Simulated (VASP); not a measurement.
# Ge3B2C3 (R3m) in VASP: single point with r2SCAN

Aim: the single point of Ge3B2C3 with r2SCAN.

Program: VASP 6.6.1. These are calculated values, not measurements. Logs are shortened: lines on timing, memory, paths and dates and some standing lists are left out, and cuts for length are marked.

### 1 The crystal as given

It takes space group R3m (No. 160, trigonal). Conventional cell: a = 6.230 Å, b = 6.230 Å, c = 7.965 Å, α = 90.00°, β = 90.00°, γ = 120.00°. Ge (site symmetry m) has 3 C at 1.98 to 2.01 Å and 1 B at 2.09 Å as nearest neighbours. B (site symmetry 3m) has 3 C at 1.71 Å and 1 B at 1.76 Å as nearest neighbours. B (site symmetry 3m) has 1 B at 1.76 Å as nearest neighbours. C (site symmetry m) has 1 B at 1.71 Å as nearest neighbours.

The cell was built by a generator and needn't be a form met in nature.

### 2 Single point, r2SCAN

INCAR reads:

```
SYSTEM = Ge3B2C3
ALGO = Normal ; EDIFF = 1E-6
ENCUT = 520 ; ISIF = 2
ISMEAR = 0 ; KPAR = 4
LASPH = .TRUE. ; LCHARG = .FALSE.
LMIXTAU = .TRUE. ; LREAL = .FALSE.
LWAVE = .FALSE. ; METAGGA = R2SCAN
NBANDS = 40 ; NELM = 150
PREC = Accurate ; SIGMA = 0.1
```

KPOINTS reads:

```
k-points
0
G
  8 8 8
  0 0 0
```

POSCAR reads:

```
Ge3B2C3
1.0
    3.1149790000      1.7984340000      2.6551400000
   -3.1149790000      1.7984340000      2.6551400000
    0.0000000000     -3.5968680000      2.6551400000
Ge B C
3 2 3
Direct
    0.9960200000      0.4892770000      0.4892770000
    0.4892770000      0.9960200000      0.4892770000
    0.4892770000      0.4892770000      0.9960200000
    0.0074180000      0.0074180000      0.0074180000
    0.7862130000      0.7862130000      0.7862130000
    0.2272330000      0.2272330000      0.7777250000
    0.2272330000      0.7777250000      0.2272330000
    0.7777250000      0.2272330000      0.2272330000
```

Potentials or basis: VASP PAW PBE potentials, release 64 (Ge_d, B, C).

Launch:

```bash
cat potpaw_PBE.64/Ge_d/POTCAR potpaw_PBE.64/B/POTCAR potpaw_PBE.64/C/POTCAR > POTCAR
mpirun -np 4 vasp_std > vasp.out
```

OUTCAR:

```text
SYSTEM = Ge3B2C3
   EDIFF = 1E-6
   ENCUT = 520
   ISIF = 2
   ISMEAR = 0
   LASPH = .TRUE.
   LREAL = .FALSE.
   METAGGA = R2SCAN
   NELM = 150
   PREC = Accurate

 ion  position               nearest neighbor table
   1  0.996  0.489  0.489-   8 1.98   6 2.01   7 2.01   5 2.09
   2  0.489  0.996  0.489-   7 1.98   6 2.01   8 2.01   5 2.09
   3  0.489  0.489  0.996-   6 1.98   7 2.01   8 2.01   5 2.09
   4  0.007  0.007  0.007-   7 1.71   8 1.71   6 1.71   5 1.76
   5  0.786  0.786  0.786-   4 1.76   2 2.09   1 2.09   3 2.09
   6  0.227  0.227  0.778-   4 1.71   3 1.98   1 2.01   2 2.01
   7  0.227  0.778  0.227-   4 1.71   2 1.98   3 2.01   1 2.01
   8  0.778  0.227  0.227-   4 1.71   1 1.98   3 2.01   2 2.01

  LATTYP: Found a trigonal (rhomboedric) cell.
 ALAT       =     4.4707077548
 COS(alpha) =     0.0290705007

  Lattice vectors:

 A1 = (   3.1149790000,   1.7984340000,   2.6551400000)
 A2 = (  -3.1149790000,   1.7984340000,   2.6551400000)
 A3 = (   0.0000000000,  -3.5968680000,   2.6551400000)

Analysis of symmetry for initial positions (statically):
=====================================================================
 Subroutine PRICEL returns:
 Original cell was already a primitive cell.

 Routine SETGRP: Setting up the symmetry group for a
 trigonal (rhombohedral) supercell.

 Subroutine GETGRP returns: Found  6 space group operations
 (whereof  6 operations were pure point group operations)
 out of a pool of 12 trial point group operations.

The static configuration has the point symmetry C_3v.

Analysis of symmetry for dynamics (positions and initial velocities):
=====================================================================
 Subroutine PRICEL returns:
 Original cell was already a primitive cell.

 Routine SETGRP: Setting up the symmetry group for a
 trigonal (rhombohedral) supercell.

 Subroutine GETGRP returns: Found  6 space group operations
 (whereof  6 operations were pure point group operations)
 out of a pool of 12 trial point group operations.

The dynamic configuration has the point symmetry C_3v.

 Subroutine INISYM returns: Found  6 space group operations
 (whereof  6 operations are pure point group operations),
 and found     1 'primitive' translations

----------------------------------------------------------------------------------------

                                     Primitive cell

  volume of cell :      89.2459

  direct lattice vectors                    reciprocal lattice vectors
     3.114979000  1.798434000  2.655140000     0.160514726  0.092673218  0.125542658
    -3.114979000  1.798434000  2.655140000    -0.160514726  0.092673218  0.125542658
     0.000000000 -3.596868000  2.655140000     0.000000000 -0.185346437  0.125542658

  length of vectors
     4.470707712  4.470707712  4.470707755     0.223862149  0.223862149  0.223862146

  position of ions in fractional coordinates (direct lattice)
     0.996020000  0.489277000  0.489277000
     0.489277000  0.996020000  0.489277000
     0.489277000  0.489277000  0.996020000
     0.007418000  0.007418000  0.007418000
     0.786213000  0.786213000  0.786213000
     0.227233000  0.227233000  0.777725000
     0.227233000  0.777725000  0.227233000
     0.777725000  0.227233000  0.227233000

  ion indices of the primitive-cell ions
   primitive index   ion index
                 1           1
                 2           2
                 3           3
                 4           4
                 5           5
                 6           6
                 7           7
                 8           8

----------------------------------------------------------------------------------------

 KPOINTS: k-points

Automatic generation of k-mesh.
 Grid dimensions read from file:
 generate k-points for:    8    8    8

 Generating k-lattice:

  Cartesian coordinates                     Fractional coordinates (reciprocal lattice)
     0.020064341  0.011584152  0.015692832     0.125000000  0.000000000  0.000000000
    -0.020064341  0.011584152  0.015692832     0.000000000  0.125000000  0.000000000
     0.000000000 -0.023168305  0.015692832     0.000000000  0.000000000  0.125000000

  Length of vectors
     0.027982769  0.027982769  0.027982768

  Shift w.r.t. Gamma in fractional coordinates (k-lattice)
     0.000000000  0.000000000  0.000000000

 Subroutine IBZKPT returns following result:
 ===========================================

 Found     65 irreducible k-points:

 Following reciprocal coordinates:
            Coordinates               Weight
  0.000000  0.000000  0.000000      1.000000
  0.125000  0.000000  0.000000      6.000000
  0.250000  0.000000  0.000000      6.000000
  0.375000  0.000000  0.000000      6.000000
  0.500000  0.000000  0.000000      3.000000
  0.125000  0.125000  0.000000      6.000000
[... 16 lines left out ...]
  0.250000  0.125000  0.125000      6.000000
  0.375000  0.125000  0.125000      6.000000
 [... further k-points ...]
   k-points           NKPTS =     65   k-points in BZ     NKDIM =     65   number of bands    NBANDS=     40
   number of dos      NEDOS =    301   number of ions     NIONS =      8
   total plane-waves  NPLWV =  46656
   dimension x,y,z NGX =    36 NGY =   36 NGZ =   36
   dimension x,y,z NGXF=    72 NGYF=   72 NGZF=   72
   ions per type =               3   2   3
   NGX,Y,Z   is equivalent  to a cutoff of  13.39, 13.39, 13.39 a.u.
   NGXF,Y,Z  is equivalent  to a cutoff of  26.77, 26.77, 26.77 a.u.
 SYSTEM =  Ge3B2C3
   PREC   = accura    normal or accurate (medium, high low for compatibility)
   ISTART =      0    job   : 0-new  1-cont  2-samecut
   ICHARG =      2    charge: 1-file 2-atom 10-const
   ISPIN  =      1    spin polarized calculation?
   LNONCOLLINEAR =      F non collinear calculations
   LSORBIT =      F    spin-orbit coupling
   LASPH  =      T    aspherical Exc in radial PAW
   ENCUT  =  520.0 eV  38.22 Ry    6.18 a.u.   8.31  8.31  8.31*2*pi/ulx,y,z
   NELM   =    150;   NELMIN=  2; NELMDL= -5     # of ELM steps
   EDIFF  = 0.1E-05   stopping-criterion for ELM
   LREAL  =      F    real-space projection
   EDIFFG = 0.1E-04   stopping-criterion for IOM
   NSW    =      0    number of steps for IOM
   IBRION =     -1    ionic relax: 0-MD 1-quasi-New 2-CG
   NFREE  =      0    steps in history (QN), initial steepest desc. (CG)
   ISIF   =      2    stress and relaxation
   ISYM   =      2    0-nonsym 1-usesym 2-fastsym
   POTIM  = 0.5000    time-step for ionic-motion
   TEBEG  =    0.0;   TEEND  =   0.0 temperature during run
   PSTRESS=    0.0 pullay stress
   NELECT =      60.0000    total number of electrons
   NUPDOWN=      -1.0000    fix difference up-down
   EMIN   =  10.00;   EMAX   =-10.00  energy-range for DOS
   EFERMI =   0.00;   METHOD = LEGACY
   ISMEAR =     0;   SIGMA  =   0.10  broadening in eV -4-tet -1-fermi 0-gaus
   EFERMI_NEDOS =   21; number of points for ismear=-14 and -15
   IALGO  =     38    algorithm
   IMIX   =      4    mixing-type and parameters
     AMIX     =   0.40;   BMIX     =  1.00
     AMIX_MAG =   1.60;   BMIX_MAG =  1.00
  volume/ion in A,a.u.               =      11.16        75.28
  Fermi-wavevector in a.u.,A,eV,Ry     =   1.434154  2.710158 27.984435  2.056798
  Thomas-Fermi vector in A             =   2.553594
   LORBIT       =      0    0 simple, 1 ext, 2 COOP (PROOUT), +10 PAW based schemes
   METAGGA = R2SCAN    functional components
   LHFCALC =     F    Hartree Fock is set to
   AEXX    =    0.0000 exact exchange contribution
   IVDW    =     0    specifies the selected vdW correction
   LEPSILON=     F    determine dielectric tensor
   LRPA    =     F    only Hartree local field effects (RPA)
 non-spin polarized calculation
 Gauss-broadening in eV      SIGMA  =   0.10
  energy-cutoff  :      520.00
  volume of cell :       89.25
 maximum number of plane-waves:      2428
 NGX is ok and might be reduce to    36
   NGX = 17   NGY = 17   NGZ = 17

 number of electron      60.0000006 magnetization

 Free energy of the ion-electron system (eV)
  ---------------------------------------------------
  ext. energy  EPLUGINS =         0.00000000
  ---------------------------------------------------
  free energy    TOTEN  =       -81.57314109 eV

  energy without entropy =      -81.56207547  energy(sigma->0) =      -81.56760828

 E-fermi :   6.2629     XC(G=0): -12.5038

 val. band max:        6.2504152874   @ k =   0.5000   0.2500   0.1250
 cond. band min:       6.2921040571   @ k =  -0.3750   0.3750   0.0000
 fundamental gap:      0.0416887697
 Fermi energy:         6.2628518893

 k-point     1 :       0.0000    0.0000    0.0000
  band No.  band energies     occupation
      1     -18.7286      2.00000
      2     -18.7286      2.00000
      3     -18.7239      2.00000
      4     -18.6613      2.00000
      5     -18.6247      2.00000
      6     -18.6247      2.00000
[... 32 lines left out ...]
     39      13.2265      0.00000
     40      13.2266      0.00000

 k-point     2 :       0.1250    0.0000    0.0000
  band No.  band energies     occupation
      1     -18.7273      2.00000
      2     -18.7245      2.00000
      3     -18.7203      2.00000
      4     -18.6591      2.00000
      5     -18.6267      2.00000
      6     -18.6251      2.00000
[... 32 lines left out ...]
     39      13.0630      0.00000
     40      13.6176      0.00000

 k-point     3 :       0.2500    0.0000    0.0000
  band No.  band energies     occupation
      1     -18.7252      2.00000
      2     -18.7129      2.00000
      3     -18.7090      2.00000
      4     -18.6530      2.00000
      5     -18.6330      2.00000
      6     -18.6268      2.00000
[... 853 lines left out ...]
  band No.  band energies     occupation
      1     -18.7191      2.00000
      2     -18.7125      2.00000
      3     -18.7103      2.00000
      4     -18.6493      2.00000
      5     -18.6299      2.00000
      6     -18.6276      2.00000
[... 32 lines left out ...]
     39      13.5273      0.00000
     40      14.2168      0.00000

 k-point    24 :       0.3750    0.1250    0.1250
  band No.  band energies     occupation
      1     -18.7175      2.00000
      2     -18.6993      2.00000
      3     -18.6963      2.00000
      4     -18.6444      2.00000
      5     -18.6393      2.00000
      6     -18.6330      2.00000
[... 32 lines left out ...]
     39      14.6600      0.00000
     40      15.1747      0.00000

 [... further k-points ...]

------------------------ aborting loop because EDIFF is reached ----------------------------------------

  FORCE on cell =-STRESS in cart. coord.  units (eV):
  Direction    XX          YY          ZZ          XY          YZ          ZX
  --------------------------------------------------------------------------------------
  -------------------------------------------------------------------------------------
  Total       -1.5285153     -1.5285154     -1.8095351      0.0000000      0.0000000      0.0000000
  in kB      -27.4405037    -27.4405048    -32.4854808      0.0000000      0.0000000      0.0000000
  external PRESSURE =     -29.1221631 kB  Pullay stress =       0.0000000 kB

 VOLUME and BASIS-vectors are now :
 -----------------------------------------------------------------------------
  energy-cutoff  :      520.00
  volume of cell :       89.25
      direct lattice vectors                 reciprocal lattice vectors
     3.114979000  1.798434000  2.655140000     0.160514726  0.092673218  0.125542658
    -3.114979000  1.798434000  2.655140000    -0.160514726  0.092673218  0.125542658
     0.000000000 -3.596868000  2.655140000     0.000000000 -0.185346437  0.125542658

 POSITION                                       TOTAL-FORCE (eV/Angst)
 -----------------------------------------------------------------------------------
      1.57849      0.91134      5.24277         0.050922      0.029400     -0.022542
     -1.57849      0.91134      5.24277        -0.050922      0.029400     -0.022542
      0.00000     -1.82269      5.24277         0.000000     -0.058800     -0.022542
      0.00000      0.00000      0.05909         0.000000     -0.000000     -0.078417
      0.00000      0.00000      6.26252         0.000000     -0.000000     -0.142506
      0.00000     -1.98005      3.27164         0.000000      0.219983      0.096183
     -1.71477      0.99002      3.27164         0.190511     -0.109991      0.096183
      1.71477      0.99002      3.27164        -0.190511     -0.109991      0.096183
 -----------------------------------------------------------------------------------
    total drift:                                0.000000     -0.000006     -0.007943

  FREE ENERGIE OF THE ION-ELECTRON SYSTEM (eV)
  ---------------------------------------------------
  free  energy   TOTEN  =       -81.5731410890 eV

  energy  without entropy=      -81.5620754736  energy(sigma->0) =      -81.56760828
```

Run time: 2 min. Hardware: 4 MPI ranks of Intel Xeon 6975P-C (Granite Rapids), shared host; peak memory 0.33 GiB.

Results:

| Property | Result |
| --- | --- |
| Free energy | -81.5731 eV |
| Pressure | -2.9 GPa |
| Largest force | 0.240 eV/Å |
| Band gap on the k mesh | none (metal or under the smearing width) |

Forces on the atoms (eV/Å):
```
Ge   0.051  0.029 -0.023
Ge  -0.051  0.029 -0.023
Ge   0.000 -0.059 -0.023
B    0.000  0.000 -0.078
B    0.000  0.000 -0.143
C    0.000  0.220  0.096
C    0.191 -0.110  0.096
C   -0.191 -0.110  0.096
```

Caveat: the PAW data sets were made with another functional, which shifts forces and pressure a little.
